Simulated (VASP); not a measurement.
Given:

```
Sn
1.0
   -2.99930     2.82960     1.55230
    2.99930    -2.82960     1.55230
    2.99930     2.82960    -1.55230
Sn
2
Cartesian
  2.99930   0.00000   0.77615
  0.05573   0.00000   0.00000
```

Method: PBE GGA, VASP's PBE PAW potentials (set 64) (plane waves; VASP). Run with PREC = Normal, 400 eV cut-off, 12×12×12 Γ-centred mesh, first-order Methfessel-Paxton smearing of 0.10 eV, potentials Sn_d.

**Question.** Give the force on each atom (eV/Å).

**Answer.** 
```json
[
 {"atom": "Sn1", "Fx": "0.136", "Fy": "0.000", "Fz": "-0.166"},
 {"atom": "Sn2", "Fx": "-0.136", "Fy": "0.000", "Fz": "0.166"}
]
```

**Question.** Give the stress tensor in GPa (positive for a compressed cell).

**Answer.** 
```
0.40  0.00  0.10
0.00  7.81  0.00
0.10  0.00  5.33
```
The pressure is its mean diagonal, 4.52 GPa.

The compound is Sn in the beta structure. The cell was not relaxed at this level. The run is one of a series of settings (PREC = Normal against the base run), some of them coarse on purpose.
